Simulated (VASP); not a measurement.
## HfN: cell size against the level of theory

Aim: relax HfN at several levels and hold each cell against experiment. The levels: PBE, LDA, r2SCAN and PBE + D3(BJ). The start is a cell from a database of measured crystal structures.

Program: VASP 6.6.1. Level of theory: PBE; plane waves and PAW (Hf_pv, N), in the first sound run; inputs show where later runs differ. Results are calculated unless marked as measured.

### Step 1. The structure

Before any relaxation, the start is as follows. It takes space group Fm-3m (No. 225, cubic). The conventional cell has a = 4.518 Å, b = 4.518 Å, c = 4.518 Å, α = 90.00°, β = 90.00°, γ = 90.00°. Hf has 6 N at 2.26 Å nearest. N has 6 Hf at 2.26 Å nearest. Farther neighbours and most contacts between anions are not listed.

As a file:

```cif
data_structure
_symmetry_space_group_name_H-M 'Fm-3m'
_symmetry_Int_Tables_number 225
_cell_length_a 4.5180
_cell_length_b 4.5180
_cell_length_c 4.5180
_cell_angle_alpha 90.000
_cell_angle_beta 90.000
_cell_angle_gamma 90.000
_cell_volume 92.22
loop_
_atom_site_label
_atom_site_type_symbol
_atom_site_symmetry_multiplicity
_atom_site_Wyckoff_symbol
_atom_site_fract_x
_atom_site_fract_y
_atom_site_fract_z
_atom_site_occupancy
Hf1 Hf 4 a 0.00000 0.00000 0.00000 1
N1 N 4 b 0.50000 0.00000 0.00000 1
```

### Step 2. Relaxation with PBE

Properties are meant for the cell that this level of theory prefers, so cell and atoms are relaxed first (ISIF = 3) until forces and stress are small; EDIFFG sets the threshold. PBE, the usual starting point, adds the gradient of the density.

File INCAR:

```
SYSTEM = HfN
PREC = Accurate
ENCUT = 560
EDIFF = 1E-06
NELM = 100
ISMEAR = -1
SIGMA = 0.05
LREAL = .FALSE.
ALGO = Normal
GGA = PE
NBANDS = 13
LASPH = .TRUE.
LORBIT = 11
LWAVE = .FALSE.
LCHARG = .FALSE.
KPAR = 2
IBRION = 2
NSW = 60
ISIF = 3
EDIFFG = -0.01
```

File POSCAR:

```
HfN
1.0
    0.0000000000      2.2590000000      2.2590000000
    2.2590000000      0.0000000000      2.2590000000
    2.2590000000      2.2590000000      0.0000000000
Hf N
1 1
Direct
    0.0000000000      0.0000000000      0.0000000000
    0.5000000000      0.5000000000      0.5000000000
```

File KPOINTS:

```
Automatic mesh
0
Gamma
10 10 10
0 0 0
```

The projector-augmented-wave data sets are Hf_pv and N (PBE family, release 64).

On the command line:

```bash
$ mpirun -np 2 vasp_std
```

The program printed:

```text
[banner, memory and clock lines left out]
running    2 mpi-ranks, on    1 nodes
 distrk:  each k-point on    1 cores,    2 groups
 distr:  one band on    1 cores,    1 groups

 POSCAR found type information on POSCAR HfN
 POSCAR found :  2 types and       2 ions
 LDA part: xc-table for (Slater+PW92), standard interpolation
 POSCAR, INCAR and KPOINTS ok, starting setup
 FFT: planning ... GRIDC
 FFT: planning ... GRID_SOFT
 FFT: planning ... GRID
 WAVECAR not read
 entering main loop
       N       E                     dE             d eps       ncg     rms          rms(c)
DAV:   1     0.404763051179E+02    0.40476E+02   -0.82935E+03  1222   0.115E+03
DAV:   2    -0.226205892084E+02   -0.63097E+02   -0.58972E+02  1653   0.252E+02
DAV:   3    -0.247477774394E+02   -0.21272E+01   -0.21155E+01  1485   0.388E+01
DAV:   4    -0.247576470471E+02   -0.98696E-02   -0.98626E-02  1387   0.300E+00
DAV:   5    -0.247577184652E+02   -0.71418E-04   -0.71418E-04  1437   0.223E-01    0.490E+01
DAV:   6    -0.218355786090E+02    0.29221E+01   -0.94023E+00  1431   0.242E+01    0.414E+01
DAV:   7    -0.217775538829E+02    0.58025E-01   -0.59699E-01  1340   0.658E+00    0.266E+01
DAV:   8    -0.217594177094E+02    0.18136E-01   -0.12290E-01  1447   0.315E+00    0.658E+00
DAV:   9    -0.217516328159E+02    0.77849E-02   -0.30115E-02  1415   0.136E+00    0.190E+00
DAV:  10    -0.217512878084E+02    0.34501E-03   -0.23109E-03  1464   0.439E-01    0.181E-01
DAV:  11    -0.217512524497E+02    0.35359E-04   -0.13207E-04  1401   0.118E-01    0.476E-02
DAV:  12    -0.217512521145E+02    0.33518E-06   -0.10631E-05  1526   0.275E-02    0.547E-03
DAV:  13    -0.217512519245E+02    0.19001E-06   -0.24172E-07   651   0.523E-03
   1 F= -.21751252E+02 E0= -.21747998E+02  d E =-.217513E+02
 curvature:   0.00 expect dE= 0.000E+00 dE for cont linesearch  0.000E+00
 trial: gam= 0.00000 g(F)=  0.114E-59 g(S)=  0.137E-01 ort = 0.000E+00 (trialstep = 0.100E+01)
 search vector abs. value=  0.137E-01
 bond charge predicted
       N       E                     dE             d eps       ncg     rms          rms(c)
DAV:   1    -0.217966367192E+02   -0.45385E-01   -0.13376E+00  1222   0.102E+01    0.374E+00
DAV:   2    -0.217577133758E+02    0.38923E-01   -0.63175E-02  1347   0.216E+00    0.173E+00
DAV:   3    -0.217464556904E+02    0.11258E-01   -0.21187E-02  1267   0.128E+00    0.121E+00
DAV:   4    -0.217456687590E+02    0.78693E-03   -0.28626E-03  1512   0.443E-01    0.676E-01
DAV:   5    -0.217456130691E+02    0.55690E-04   -0.20142E-04  1573   0.118E-01    0.279E-02
DAV:   6    -0.217456105021E+02    0.25670E-05   -0.14476E-05  1297   0.355E-02    0.152E-02
DAV:   7    -0.217456108136E+02   -0.31148E-06   -0.48555E-07   751   0.633E-03
   2 F= -.21745611E+02 E0= -.21742276E+02  d E =0.564111E-02
 trial-energy change:    0.005641  1 .order    0.005432   -0.013740    0.024605
 step:   0.3509(harm=  0.3583)  dis= 0.00000  next Energy=   -21.753654 (dE=-0.240E-02)
 bond charge predicted
       N       E                     dE             d eps       ncg     rms          rms(c)
DAV:   1    -0.217751809526E+02   -0.29570E-01   -0.56637E-01  1222   0.664E+00    0.243E+00
DAV:   2    -0.217586956268E+02    0.16485E-01   -0.26073E-02  1347   0.139E+00    0.110E+00
DAV:   3    -0.217539492148E+02    0.47464E-02   -0.88717E-03  1282   0.836E-01    0.771E-01
DAV:   4    -0.217536412381E+02    0.30798E-03   -0.10699E-03  1517   0.275E-01    0.445E-01
DAV:   5    -0.217536353011E+02    0.59370E-05   -0.67566E-05  1580   0.670E-02    0.150E-02
DAV:   6    -0.217536348002E+02    0.50091E-06   -0.41177E-06  1302   0.194E-02
   3 F= -.21753635E+02 E0= -.21750353E+02  d E =-.238288E-02
 curvature:  -0.18 expect dE=-0.399E-07 dE for cont linesearch -0.399E-07
 trial: gam= 0.00000 g(F)=  0.225E-62 g(S)=  0.223E-06 ort =-0.553E-04 (trialstep = 0.870E+00)
 search vector abs. value=  0.223E-06
 reached required accuracy - stopping structural energy minimisation
```

It took 11 s on 2 MPI ranks of Intel Xeon 6975P-C (Granite Rapids), shared host; peak memory 0.31 GiB; 22 s of CPU time.

The logs omit lines about the potential files and the build; timing stands in the text.

OUTCAR, selected parts (step 2):

```text
ion  position               nearest neighbor table
   1  0.000  0.000  0.000-   2 2.26   2 2.26   2 2.26   2 2.26   2 2.26   2 2.26
   2  0.500  0.500  0.500-   1 2.26   1 2.26   1 2.26   1 2.26   1 2.26   1 2.26

  LATTYP: Found a face centered cubic cell.
 ALAT       =     4.5180000000

 Subroutine GETGRP returns: Found 48 space group operations
 (whereof 48 operations were pure point group operations)

The static configuration has the point symmetry O_h .

 Found     47 irreducible k-points:

   k-points           NKPTS =     47   k-points in BZ     NKDIM =     47   number of bands    NBANDS=     13

   dimension x,y,z NGX =    28 NGY =   28 NGZ =   28
   dimension x,y,z NGXF=    56 NGYF=   56 NGZF=   56

   ENCUT  =  560.0 eV  41.16 Ry    6.42 a.u.   6.16  6.16  6.16*2*pi/ulx,y,z

   NELECT =      15.0000    total number of electrons

 k-points in reciprocal lattice and weights: Automatic mesh
   0.00000000  0.00000000  0.00000000       0.001
   0.10000000  0.00000000  0.00000000       0.008
   0.20000000  0.00000000  0.00000000       0.008
   0.30000000  0.00000000  0.00000000       0.008
   0.40000000  0.00000000  0.00000000       0.008
   0.50000000  0.00000000  0.00000000       0.004
   0.10000000  0.10000000  0.00000000       0.006
   0.20000000  0.10000000  0.00000000       0.024
   0.30000000  0.10000000  0.00000000       0.024
[...]
-0.30000000  0.40000000  0.20000000       0.024
  -0.30000000  0.50000000  0.20000000       0.012

 average (electrostatic) potential at core
       1 -34.8422       2 -61.6695

 E-fermi :   8.3253

 k-point     1 :       0.0000    0.0000    0.0000
  band No.  band energies     occupation
    ...
      6       5.2671      2.00000
      7       5.2671      2.00000
      8       7.9480      1.99895
      9       7.9480      1.99895
     10       7.9480      1.99895
     11       9.9767      0.00000
     12      10.2311      0.00000
     13      10.2311      0.00000

 k-point     2 :       0.1000    0.0000    0.0000
  band No.  band energies     occupation
    ...
      6       4.7352      2.00000
      7       4.7352      2.00000
      8       8.1659      1.92087
      9       8.2689      1.51116
     10       8.2689      1.51116
     11      10.6822      0.00000
     12      10.9547      0.00000
     13      10.9547      0.00000

 k-point     3 :       0.2000    0.0000    0.0000
  band No.  band energies     occupation
    ...
      3     -22.9335      2.00000
      4      -8.3419      2.00000
      5       2.6949      2.00000
      6       3.7590      2.00000
      7       3.7590      2.00000
      8       8.5385      0.02775
      9       9.0717      0.00000
     10       9.0717      0.00000
     11      12.1327      0.00000
     12      12.5927      0.00000
    ...

  Total       -0.0017552     -0.0017552     -0.0017552      0.0000000      0.0000000      0.0000000
  in kB       -0.1206288     -0.1206288     -0.1206288      0.0000000      0.0000000      0.0000000
  external PRESSURE =      -0.1206288 kB  Pullay stress =       0.0000000 kB

  energy-cutoff  :      560.00
  volume of cell :       23.31
      direct lattice vectors                 reciprocal lattice vectors
     0.000000000  2.267331414  2.267331414    -0.220523562  0.220523562  0.220523562
     2.267331414  0.000000000  2.267331414     0.220523562 -0.220523562  0.220523562
     2.267331414  2.267331414  0.000000000     0.220523562  0.220523562 -0.220523562

 POSITION                                       TOTAL-FORCE (eV/Angst)
 -----------------------------------------------------------------------------------
      0.00000      0.00000      0.00000        -0.000000      0.000000      0.000000
      2.26733      2.26733      2.26733         0.000000      0.000000     -0.000000
 -----------------------------------------------------------------------------------
    total drift:                                0.000000      0.000000      0.000000

  FREE ENERGIE OF THE ION-ELECTRON SYSTEM (eV)
  ---------------------------------------------------
  free  energy   TOTEN  =       -21.7536348002 eV

  energy  without entropy=      -21.7470718282  energy(sigma->0) =      -21.75035331

 reached required accuracy - stopping structural energy minimisation

 total charge
# of ion       s       p       d       tot
------------------------------------------
    1        0.288   6.557   1.745   8.590
    2        1.232   2.502   0.000   3.733
--------------------------------------------------
tot          1.519   9.059   1.745  12.323

[... 3 further parts left out ...]
```

CONTCAR:

```
HfN
   1.00000000000000
     0.0000000000000000    2.2673314142821051    2.2673314142821051
     2.2673314142821051    0.0000000000000000    2.2673314142821051
     2.2673314142821051    2.2673314142821051    0.0000000000000000
  Hf              N
     1     1
Direct
     0.0000000000000000    0.0000000000000000    0.0000000000000000
     0.5000000000000000    0.5000000000000000    0.5000000000000000
```

This run has no spin polarisation. Its electron count is odd, so without a moment it is a metal by construction. Harder data sets than Hf_pv exist (the GW ones), and pressures, volumes and forces can shift noticeably with them. The run keeps the 48 symmetry operations of its start, so it cannot find a distortion of lower symmetry.

Relaxation path:

| step | energy less that of the first step (eV) | largest force (eV/Å) | pressure (GPa) | volume (Å³) |
| --- | --- | --- | --- | --- |
| 1 | 0.0000 | 0.0000 | 3.03 | 23.06 |
| 2 | 0.0056 | 0.0000 | -5.25 | 23.79 |
| 3 | -0.0024 | 0.0000 | -0.01 | 23.31 |

| conventional cell, symmetrised | before | after | change |
| --- | --- | --- | --- |
| a (Å) | 4.518 | 4.535 | +0.4 % |
| b (Å) | 4.518 | 4.535 | +0.4 % |
| c (Å) | 4.518 | 4.535 | +0.4 % |
| volume (Å³/atom) | 11.53 | 11.66 | +1.1 % |

Final coordinates:

```xyz
2
Lattice="0.0000 2.2673 2.2673 2.2673 0.0000 2.2673 2.2673 2.2673 0.0000" Properties=species:S:1:pos:R:3 pbc="T T T"
Hf    0.0000    0.0000    0.0000
N     2.2673    2.2673    2.2673
```

Numbers from this step:

```
electrons                       : 15
bands                           : 13
irreducible k-points            : 47
symmetry operations             : 48
free energy (TOTEN)             : -21.75 eV
energy at zero smearing         : -21.75 eV
Fermi energy                    : 8.325 eV
pressure                        : -0.01206 GPa
metallic                        : yes
SCF cycles over all ionic steps : 26
```

It ends with forces that vanish by symmetry and a pressure of -0.01 GPa. The volume lies +1.1 % from that of the database's start. The conventional cell has a = 4.535 Å.

(Part 1 of 2 ends here.)

[Lines on the potential files, build, host, timing and source positions are cut from VASP's logs without a mark.]

[Logs are printed without paths, hosts, clocks, repeated set-up lines and the standing remarks that a program may print on its own settings, such as how far it seeks lower states.]

[Hosts, paths, dates, database ids (printed as entryN), source tags and the programs' standing remarks are cut or masked in the printed files.]

[A measured line is paired with the nearest computed mode of its activity, which favours agreement.]
